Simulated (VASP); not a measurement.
VASP ran on this input.

POSCAR:
```
Al
1
    1.4117983117     0.8151022802     4.6947997733
   -1.4117983117     0.8151022802     4.6947997733
   -0.0000000000    -1.6302045605     4.6947997733
Al
2
Direct
  0.2499636875   0.2499636875   0.2499636875
  0.7500363125   0.7500363125   0.7500363125
```

### KPOINTS
```
Automatic mesh
0
Gamma
14 14 14
0 0 0
```

### INCAR
```
! general
SYSTEM = Al
PREC   = Accurate
ENCUT  = 400   ! plane-wave cut-off (eV)
LREAL  = .FALSE.   ! projection in real space or not
LASPH  = .TRUE.

! electronic loop
EDIFF  = 1E-6   ! SCF stop (eV)
NELM   = 100
ALGO   = Normal

! smearing
ISMEAR = 1
SIGMA  = 0.1   ! width (eV)

! functional
GGA    = PS   ! PBEsol

! ions
IBRION = 2
NSW    = 60
ISIF   = 3   ! ions, shape and volume
EDIFFG = -0.01   ! ionic stop

! output
LWAVE  = .FALSE.
LCHARG = .FALSE.
```

POTCAR, in this order: Al (PBE.64 set). Program: vasp_std.

Task: Translate this PBEsol calculation to Ansatz.

Result: One equivalent input (not run):
Ansatz 0.2 input:
```yaml
crystal:
  lattice:
    - [1.4117983, 0.8151023, 4.6947998]
    - [-1.4117983, 0.8151023, 4.6947998]
    - [0.0000000, -1.6302046, 4.6947998]
  atoms:
    - { symbol: Al, position: [0.2499637, 0.2499637, 0.2499637] }
    - { symbol: Al, position: [0.7500363, 0.7500363, 0.7500363] }
kpoints:
  mp_grid: { grid: [14, 14, 14] }
hamiltonian:
  xc: pbesol
  pseudopotentials: { kind: paw }
scf:
  occupations: { method: methfessel_paxton, width: 0.1 }
  max_iter: 100
relax:
  max_steps: 60
  f_tol: 0.01
  cell: {}
output: { forces: true, stress: true, eigenvalues: true }
```
What does not carry over: each code has its own PAW files, so the cut-off isn't converted (ENCUT is set for VASP's; basis.ecutwfc is left out, and Ansatz then takes the one that its files recommend); Ansatz stops its SCF on the density residual and VASP on the energy change (EDIFF).

The structure was generated: Al was put into the A7 type (R-3m), which need not be its known phase. This run relaxes it. Symmetry was kept, so distortions that lower it aren't found. The start is the result of an earlier pass.
